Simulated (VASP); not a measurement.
# How SCF threshold and k-mesh change a VASP run on Fe2Ge, part 3 of 3

A convergence test on Fe2Ge: the SCF threshold and k-mesh. The series runs use LDA. The start is a computed cell from the Materials Project.

VASP 6.6.1; LDA, spin-polarised from a ferromagnetic start; plane waves and PAW (Fe, Ge_d).

Still holding for the runs below: The magnetic state follows from one typed start and may not be the lowest.

So far. Step 9 (K-mesh: 2 2 2): The series starts at -8.0364 eV an atom and -16.55 GPa, after 16 cycles in 5.4 s. Step 10 (K-mesh: 3 3 2): Against the run before the energy moves by +86.31 meV an atom and the pressure by +3.95 GPa, after 37 cycles in 13 s.

### 11. K-mesh: 3 3 3

File INCAR:

```
SYSTEM = Fe2Ge
PREC = Accurate
ENCUT = 410
EDIFF = 1E-06
NELM = 100
ISMEAR = -1
SIGMA = 0.05
LREAL = .FALSE.
ALGO = Normal
GGA = CA
NBANDS = 47
ISPIN = 2
MAGMOM = 3 3 3 3 0 0
LASPH = .TRUE.
LMAXMIX = 4
LORBIT = 11
LWAVE = .FALSE.
LCHARG = .FALSE.
KPAR = 2
NCORE = 2
ISIF = 2
```

File POSCAR:

```
Fe2Ge
1.0
    4.1328681392      0.0000000000      0.0000000000
   -2.0664340696      3.5791687991      0.0000000000
    0.0000000000      0.0000000000      5.0087520000
Fe Ge
4 2
Direct
    0.0000000000      0.0000000000      0.0000000000
    0.0000000000      0.0000000000      0.5000000000
    0.6666666700      0.3333333300      0.7500000000
    0.3333333300      0.6666666700      0.2500000000
    0.6666666700      0.3333333300      0.2500000000
    0.3333333300      0.6666666700      0.7500000000
```

File KPOINTS:

```
Automatic mesh
0
Gamma
3 3 3
0 0 0
```

PAW data sets: Fe and Ge_d (PBE family, release 64).

Command:

```sh
mpirun -np 4 vasp_std
```

The program printed:

```text
[... set-up lines as in an earlier step ...]
 entering main loop
       N       E                     dE             d eps       ncg     rms          rms(c)
DAV:   1     0.517640756942E+03    0.51764E+03   -0.20855E+04  1366   0.263E+03
DAV:   2     0.395040616293E+02   -0.47814E+03   -0.44191E+03  1128   0.606E+02
DAV:   3    -0.477108698686E+02   -0.87215E+02   -0.82137E+02  1163   0.178E+02
DAV:   4    -0.529124042108E+02   -0.52015E+01   -0.51781E+01  1263   0.528E+01
[...]
DAV:  16    -0.478344752498E+02    0.27467E-05   -0.14775E-05  1270   0.387E-02    0.212E-02
DAV:  17    -0.478344765013E+02   -0.12515E-05   -0.29301E-06  1095   0.250E-02    0.573E-03
DAV:  18    -0.478344765418E+02   -0.40492E-07   -0.55180E-07   622   0.770E-03
   1 F= -.47834477E+02 E0= -.47814591E+02  d E =-.397717E-01  mag=     7.0774
```

The job ended after 6.8 s (4 MPI ranks of Intel Xeon Platinum 8559C (Emerald Rapids), shared host; peak memory 0.56 GiB; 24 s of CPU time).

Parts of OUTCAR (step 11):

```text
  Total       -7.5598022     -7.5598022     -7.4554579      0.0000000     -0.0000000      0.0000000
  in kB     -163.4774123   -163.4774123   -161.2210124      0.0000000     -0.0000000      0.0000000
  external PRESSURE =    -162.7252790 kB  Pullay stress =       0.0000000 kB

 POSITION                                       TOTAL-FORCE (eV/Angst)
 -----------------------------------------------------------------------------------
      0.00000      0.00000      0.00000        -0.000000      0.000000      0.000000
      0.00000      0.00000      2.50438        -0.000000      0.000000      0.000000
      2.06643      1.19306      3.75656        -0.000000     -0.000000      0.000000
     -0.00000      2.38611      1.25219        -0.000000      0.000000      0.000000
      2.06643      1.19306      1.25219        -0.000000      0.000000      0.000000
     -0.00000      2.38611      3.75656         0.000000     -0.000000      0.000000
 -----------------------------------------------------------------------------------
    total drift:                               -0.000001      0.000001      0.000000

  FREE ENERGIE OF THE ION-ELECTRON SYSTEM (eV)
  ---------------------------------------------------
  free  energy   TOTEN  =       -47.8344765418 eV

  energy  without entropy=      -47.7947048146  energy(sigma->0) =      -47.81459068

 magnetization (x)
# of ion       s       p       d       tot
------------------------------------------
    1       -0.001   0.011   2.279   2.290
    2       -0.001   0.011   2.279   2.290
    3        0.007   0.004   1.262   1.273
    4        0.007   0.004   1.262   1.273
    5       -0.002  -0.064   0.008  -0.058
    6       -0.002  -0.064   0.008  -0.058
--------------------------------------------------
tot          0.008  -0.099   7.100   7.008

[... 2 parts as in an earlier step ...]

[... 1 further part left out ...]
[key lines of the parts left out:]
E-fermi :   7.1622
```

Against the run before the energy moves by -19.04 meV an atom and the pressure by -3.67 GPa, after 18 cycles in 6.8 s.

### 12. K-mesh: 4 4 3

INCAR, as its differences from that of step 11:

```diff
@@ -18,4 +18,3 @@
 LCHARG = .FALSE.
-KPAR = 2
-NCORE = 2
+KPAR = 4
 ISIF = 2
```

POSCAR is that of step 11.

File KPOINTS:

```
Automatic mesh
0
Gamma
4 4 3
0 0 0
```

Command:

```sh
mpirun -np 4 vasp_std
```

The program printed:

```text
[... set-up lines as in an earlier step ...]
 entering main loop
       N       E                     dE             d eps       ncg     rms          rms(c)
DAV:   1     0.521337810049E+03    0.52134E+03   -0.21212E+04  1849   0.263E+03
DAV:   2     0.391637078322E+02   -0.48217E+03   -0.44690E+03  1504   0.610E+02
DAV:   3    -0.476158541772E+02   -0.86780E+02   -0.81806E+02  1595   0.177E+02
DAV:   4    -0.527746609855E+02   -0.51588E+01   -0.51374E+01  1687   0.529E+01
[...]
DAV:  15    -0.478189451006E+02    0.59184E-05   -0.55551E-05  1698   0.560E-02    0.322E-02
DAV:  16    -0.478189437806E+02    0.13200E-05   -0.88078E-06  1741   0.229E-02    0.104E-02
DAV:  17    -0.478189440842E+02   -0.30361E-06   -0.17918E-06  1134   0.105E-02
   1 F= -.47818944E+02 E0= -.47795840E+02  d E =-.462092E-01  mag=     6.7382
```

Elapsed: 8.8 s, on 4 MPI ranks; peak memory 0.66 GiB; 32 s of CPU time.

Parts of OUTCAR (step 12):

```text
  Total       -7.9033697     -7.9033697     -7.6471546      0.0000000      0.0000000      0.0000000
  in kB     -170.9069098   -170.9069098   -165.3663699      0.0000000      0.0000000      0.0000000
  external PRESSURE =    -169.0600632 kB  Pullay stress =       0.0000000 kB

 POSITION                                       TOTAL-FORCE (eV/Angst)
 -----------------------------------------------------------------------------------
      0.00000      0.00000      0.00000         0.000000      0.000000      0.000000
      0.00000      0.00000      2.50438         0.000000      0.000000      0.000000
      2.06643      1.19306      3.75656         0.000000      0.000000      0.000000
     -0.00000      2.38611      1.25219         0.000000      0.000000      0.000000
      2.06643      1.19306      1.25219        -0.000000      0.000000      0.000000
     -0.00000      2.38611      3.75656         0.000000     -0.000000      0.000000
 -----------------------------------------------------------------------------------
    total drift:                               -0.000001      0.000001      0.000000

  FREE ENERGIE OF THE ION-ELECTRON SYSTEM (eV)
  ---------------------------------------------------
  free  energy   TOTEN  =       -47.8189440842 eV

  energy  without entropy=      -47.7727349278  energy(sigma->0) =      -47.79583951

 magnetization (x)
# of ion       s       p       d       tot
------------------------------------------
    1       -0.000   0.007   2.200   2.207
    2       -0.000   0.007   2.200   2.207
    3        0.006  -0.002   1.194   1.198
    4        0.006  -0.002   1.194   1.198
    5       -0.002  -0.065   0.006  -0.061
    6       -0.002  -0.065   0.006  -0.061
--------------------------------------------------
tot          0.007  -0.120   6.800   6.688

[... 1 part as in an earlier step ...]

[... 2 further parts left out ...]
[key lines of the parts left out:]
E-fermi :   7.2411
```

Against the run before the energy moves by +3.13 meV an atom and the pressure by -0.63 GPa, after 17 cycles in 8.8 s.

### 13. K-mesh: 6 6 4

INCAR is that of step 12.

POSCAR is that of step 12.

File KPOINTS:

```
Automatic mesh
0
Gamma
6 6 4
0 0 0
```

Command:

```sh
mpirun -np 4 vasp_std
```

The program printed:

```text
[... set-up lines as in an earlier step ...]
 entering main loop
       N       E                     dE             d eps       ncg     rms          rms(c)
[... 17 cycles as in an earlier step ...]
   1 F= -.47848990E+02 E0= -.47822479E+02  d E =-.530220E-01  mag=     6.7715
```

The job ended after 18 s (4 MPI ranks; peak memory 0.8 GiB; 71 s of CPU time).

Parts of OUTCAR (step 13):

```text
[... 7 parts as in an earlier step ...]

[... 1 further part left out ...]
[key lines of the parts left out:]
E-fermi :   7.2376
```

Against the run before the energy moves by -4.44 meV an atom and the pressure by +0.02 GPa, after 17 cycles in 18 s.

### 14. K-mesh: 8 8 6

INCAR is that of step 13.

POSCAR is that of step 13.

File KPOINTS:

```
Automatic mesh
0
Gamma
8 8 6
0 0 0
```

Command:

```sh
mpirun -np 4 vasp_std
```

The program printed:

```text
[... set-up lines as in an earlier step ...]
 entering main loop
       N       E                     dE             d eps       ncg     rms          rms(c)
DAV:   1     0.519860021481E+03    0.51986E+03   -0.21163E+04  9313   0.263E+03
DAV:   2     0.390837824092E+02   -0.48078E+03   -0.44619E+03  7520   0.603E+02
DAV:   3    -0.478020086438E+02   -0.86886E+02   -0.81656E+02  7737   0.177E+02
DAV:   4    -0.527866668436E+02   -0.49847E+01   -0.49587E+01  8613   0.521E+01
[...]
DAV:  15    -0.478533541267E+02    0.14035E-04   -0.63949E-05  9625   0.603E-02    0.345E-02
DAV:  16    -0.478533535380E+02    0.58868E-06   -0.20456E-05  8037   0.404E-02    0.147E-02
DAV:  17    -0.478533537075E+02   -0.16948E-06   -0.15706E-06  5609   0.199E-02
   1 F= -.47853354E+02 E0= -.47827650E+02  d E =-.514076E-01  mag=     6.8533
```

The job ended after 29 s (4 MPI ranks; peak memory 0.99 GiB).

Parts of OUTCAR (step 14):

```text
  Total       -7.7217389     -7.7217389     -7.6937911      0.0000000      0.0000000      0.0000000
  in kB     -166.9792225   -166.9792225   -166.3748644      0.0000000      0.0000000      0.0000000
  external PRESSURE =    -166.7777698 kB  Pullay stress =       0.0000000 kB

 POSITION                                       TOTAL-FORCE (eV/Angst)
 -----------------------------------------------------------------------------------
      0.00000      0.00000      0.00000         0.000000      0.000000      0.000000
      0.00000      0.00000      2.50438         0.000000      0.000000      0.000000
      2.06643      1.19306      3.75656         0.000000      0.000000      0.000000
     -0.00000      2.38611      1.25219         0.000000     -0.000000      0.000000
      2.06643      1.19306      1.25219        -0.000000      0.000000      0.000000
     -0.00000      2.38611      3.75656         0.000000      0.000000      0.000000
 -----------------------------------------------------------------------------------
    total drift:                               -0.000001      0.000001      0.000000

  FREE ENERGIE OF THE ION-ELECTRON SYSTEM (eV)
  ---------------------------------------------------
  free  energy   TOTEN  =       -47.8533537075 eV

  energy  without entropy=      -47.8019461205  energy(sigma->0) =      -47.82764991

 magnetization (x)
# of ion       s       p       d       tot
------------------------------------------
    1       -0.001   0.006   2.218   2.224
    2       -0.001   0.006   2.218   2.224
    3        0.005  -0.000   1.232   1.237
    4        0.005  -0.000   1.232   1.237
    5       -0.002  -0.064   0.006  -0.060
    6       -0.002  -0.064   0.006  -0.060
--------------------------------------------------
tot          0.004  -0.116   6.912   6.800

[... 1 part as in an earlier step ...]

[... 2 further parts left out ...]
[key lines of the parts left out:]
E-fermi :   7.2325
```

Against the run before the energy moves by -0.86 meV an atom and the pressure by +0.21 GPa, after 17 cycles in 29 s.

### 15. K-mesh: 9 9 7

INCAR is that of step 14.

POSCAR is that of step 14.

File KPOINTS:

```
Automatic mesh
0
Gamma
9 9 7
0 0 0
```

Command:

```sh
mpirun -np 4 vasp_std
```

The program printed:

```text
[... set-up lines as in an earlier step ...]
 entering main loop
       N       E                     dE             d eps       ncg     rms          rms(c)
DAV:   1     0.524130024800E+03    0.52413E+03   -0.21160E+04 10998   0.264E+03
DAV:   2     0.405092167504E+02   -0.48362E+03   -0.44836E+03  9024   0.603E+02
DAV:   3    -0.476206488897E+02   -0.88130E+02   -0.82761E+02  9360   0.178E+02
DAV:   4    -0.527822888477E+02   -0.51616E+01   -0.51352E+01 10388   0.529E+01
[...]
DAV:  15    -0.478499812242E+02    0.17592E-04   -0.65944E-05 11006   0.596E-02    0.386E-02
DAV:  16    -0.478499779718E+02    0.32524E-05   -0.18016E-05  9531   0.325E-02    0.129E-02
DAV:  17    -0.478499781710E+02   -0.19923E-06   -0.14508E-06  6926   0.158E-02
   1 F= -.47849978E+02 E0= -.47823272E+02  d E =-.534130E-01  mag=     6.7957
```

Run time: 36 s. Hardware: 4 MPI ranks; peak memory 1.1 GiB.

From OUTCAR (step 15):

```text
  Total       -7.7628537     -7.7628537     -7.7468532      0.0000000      0.0000000      0.0000000
  in kB     -167.8683119   -167.8683119   -167.5223089      0.0000000      0.0000000      0.0000000
  external PRESSURE =    -167.7529775 kB  Pullay stress =       0.0000000 kB

 POSITION                                       TOTAL-FORCE (eV/Angst)
 -----------------------------------------------------------------------------------
      0.00000      0.00000      0.00000        -0.000000      0.000000      0.000000
      0.00000      0.00000      2.50438        -0.000000      0.000000      0.000000
      2.06643      1.19306      3.75656        -0.000000      0.000000      0.000000
     -0.00000      2.38611      1.25219        -0.000000      0.000000      0.000000
      2.06643      1.19306      1.25219        -0.000000     -0.000000      0.000000
     -0.00000      2.38611      3.75656         0.000000      0.000000      0.000000
 -----------------------------------------------------------------------------------
    total drift:                               -0.000001      0.000001      0.000000

  FREE ENERGIE OF THE ION-ELECTRON SYSTEM (eV)
  ---------------------------------------------------
  free  energy   TOTEN  =       -47.8499781710 eV

  energy  without entropy=      -47.7965651861  energy(sigma->0) =      -47.82327168

 magnetization (x)
# of ion       s       p       d       tot
------------------------------------------
    1       -0.001   0.006   2.215   2.220
    2       -0.001   0.006   2.215   2.220
    3        0.004  -0.000   1.208   1.212
    4        0.004  -0.000   1.208   1.212
    5       -0.002  -0.064   0.006  -0.060
    6       -0.002  -0.064   0.006  -0.060
--------------------------------------------------
tot          0.003  -0.116   6.857   6.744

[... 1 part as in an earlier step ...]

[... 2 further parts left out ...]
[key lines of the parts left out:]
E-fermi :   7.2398
```

Against the run before the energy moves by +0.73 meV an atom and the pressure by -0.10 GPa, after 17 cycles in 36 s.

### 16. K-mesh: 11 11 8

INCAR is that of step 15.

POSCAR is that of step 15.

File KPOINTS:

```
Automatic mesh
0
Gamma
11 11 8
0 0 0
```

Command:

```sh
mpirun -np 4 vasp_std
```

The program printed:

```text
[... set-up lines as in an earlier step ...]
 entering main loop
       N       E                     dE             d eps       ncg     rms          rms(c)
DAV:   1     0.522896729043E+03    0.52290E+03   -0.21162E+04 18577   0.263E+03
DAV:   2     0.392424716741E+02   -0.48365E+03   -0.44843E+03 15040   0.606E+02
DAV:   3    -0.477663768355E+02   -0.87009E+02   -0.81690E+02 15495   0.177E+02
DAV:   4    -0.527869329017E+02   -0.50206E+01   -0.49965E+01 17363   0.522E+01
[...]
DAV:  15    -0.478517133737E+02    0.11392E-04   -0.60209E-05 18159   0.576E-02    0.372E-02
DAV:  16    -0.478517108743E+02    0.24994E-05   -0.13826E-05 15860   0.330E-02    0.119E-02
DAV:  17    -0.478517111729E+02   -0.29859E-06   -0.13867E-06 11109   0.121E-02
   1 F= -.47851711E+02 E0= -.47825990E+02  d E =-.514420E-01  mag=     6.7453
```

Elapsed: 57 s, on 4 MPI ranks; peak memory 1.4 GiB; 3.7 min of CPU time.

OUTCAR, selected parts (step 16):

```text
  Total       -7.8262333     -7.8262333     -7.7619044      0.0000000      0.0000000     -0.0000000
  in kB     -169.2388694   -169.2388694   -167.8477834      0.0000000      0.0000000     -0.0000000
  external PRESSURE =    -168.7751741 kB  Pullay stress =       0.0000000 kB

 POSITION                                       TOTAL-FORCE (eV/Angst)
 -----------------------------------------------------------------------------------
      0.00000      0.00000      0.00000         0.000000      0.000000      0.000000
      0.00000      0.00000      2.50438         0.000000      0.000000      0.000000
      2.06643      1.19306      3.75656         0.000000     -0.000000      0.000000
     -0.00000      2.38611      1.25219        -0.000000      0.000000      0.000000
      2.06643      1.19306      1.25219        -0.000000     -0.000000      0.000000
     -0.00000      2.38611      3.75656         0.000000      0.000000      0.000000
 -----------------------------------------------------------------------------------
    total drift:                               -0.000001      0.000001      0.000000

  FREE ENERGIE OF THE ION-ELECTRON SYSTEM (eV)
  ---------------------------------------------------
  free  energy   TOTEN  =       -47.8517111729 eV

  energy  without entropy=      -47.8002692198  energy(sigma->0) =      -47.82599020

 magnetization (x)
# of ion       s       p       d       tot
------------------------------------------
    1       -0.000   0.006   2.211   2.216
    2       -0.000   0.006   2.211   2.216
    3        0.004  -0.001   1.189   1.192
    4        0.004  -0.001   1.189   1.192
    5       -0.002  -0.064   0.006  -0.060
    6       -0.002  -0.064   0.006  -0.060
--------------------------------------------------
tot          0.003  -0.118   6.812   6.696

[... 1 part as in an earlier step ...]

[... 2 further parts left out ...]
[key lines of the parts left out:]
E-fermi :   7.2375
```

Against the run before the energy moves by -0.45 meV an atom and the pressure by -0.10 GPa, after 17 cycles in 57 s.

### 17. The k-mesh series as a table

This step: convergence of LDA results with the mesh; plane waves and PAW (VASP 6.6.1).

No new run; the numbers come from the runs before.

Differences are taken from the run with 11 11 8. Results of the series, by row:

```
setting     status  energy less the reference (meV/atom)  pressure (GPa)  moment (μB)  SCF cycles  wall time (s)
  2 2 2  converged                                -65.38          -16.55         7.75          16            5.4
  3 3 2  converged                                 20.94          -12.61        8.422          37           12.8
  3 3 3  converged                                   1.9          -16.27        7.077          18            6.8
  4 4 3  converged                                 5.025          -16.91        6.738          17            8.8
  6 6 4  converged                                0.5852          -16.89        6.771          17           18.4
  8 8 6  converged                               -0.2766          -16.68        6.853          17             29
  9 9 7  converged                                0.4531          -16.78        6.796          17             36
11 11 8  converged                                     0          -16.88        6.745          17             57
```

### 18. Summary of results

```
SCF threshold from which the energy stays within 10 meV/atom of the reference : EDIFF = 0.01
SCF threshold from which the energy stays within 1 meV/atom of the reference  : EDIFF = 0.01
SCF threshold from which the pressure stays within 0.2 GPa of the reference   : EDIFF = 1E-04
spread of the pressure over the SCF threshold                                 : 7.47 GPa
spread of the energy over the SCF threshold                                   : 0.376 meV/atom
k-mesh from which the energy stays within 10 meV/atom of the reference        : 3 3 3
k-mesh from which the energy stays within 1 meV/atom of the reference         : 6 6 4
k-mesh from which the pressure stays within 0.2 GPa of the reference          : 4 4 3
spread of the pressure over the k-mesh                                        : 4.30 GPa
spread of the energy over the k-mesh                                          : 86.3 meV/atom
```

In words: From EDIFF = 0.01 on, the energy stays within 1 meV an atom of the reference, at 58 % of its time. The pressure holds within 0.2 GPa from EDIFF = 1E-04 on. The loosest stop saves 8 of 19 cycles and costs -0.4 meV an atom, +6.91 GPa. From 6 6 4 on, the energy stays within 1 meV an atom of the reference, at 32 % of its time. The pressure holds within 0.2 GPa from 4 4 3 on. The energy swings above and below the reference, since the sum over k-points is not variational. A metal's Fermi surface slows this convergence. Differences are taken from the run with 11 11 8, which is itself not the exact limit. Forces vanish by symmetry in this cell, so the series can't test them. The runs at 2 2 2; 3 3 2 are over 30 meV an atom or 2 GPa off and describe the material poorly.

[Lines on the potential files, build, host, timing and source positions are cut from VASP's logs without a mark.]

[Logs are printed without paths, hosts, clocks, repeated set-up lines and the standing remarks that a program may print on its own settings, such as how far it seeks lower states.]

[Hosts, paths, dates, database ids (printed as entryN), source tags and the programs' standing remarks are cut or masked in the printed files.]

[A measured line is paired with the nearest computed mode of its activity, which favours agreement.]
